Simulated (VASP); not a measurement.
Consider the following.

```xyz
3
Lattice="1.7700 -3.0657 0.0000 1.7700 3.0657 0.0000 0.0000 0.0000 6.0100" Properties=species:S:1:pos:R:3 pbc="T T T"
Ti     0.0000     0.0000     0.0000
Se     1.7700     1.0219     1.5326
Se     1.7700    -1.0219     4.4775
```

These are PBE GGA + U (Dudarev), VASP's PBE PAW potentials (set 64) (plane waves; VASP) values and carry that method's errors. Numerical set-up: 400 eV cut-off, 9×9×5 Γ-centred mesh, first-order Methfessel-Paxton smearing of 0.10 eV, potentials Ti_sv Se, U − J: Ti 6.00 eV.

**Question.** Predict the energy per atom (σ→0), pressure.

**Answer.** 
```yaml
energy per atom (σ→0): -4.719 eV/atom
pressure: 6.45 GPa
```

Total energies compare only between runs with the same potentials, cut-off and functional.

The compound is TiSe2 in the 1T layered structure. The cell was not relaxed at this level. The run is one of a series of settings (LDAU = .TRUE., LDAUJ = 0 0, LDAUL = 2 -1, LDAUTYPE = 2, LDAUU = 6.0 0 against the base run), some of them coarse on purpose.
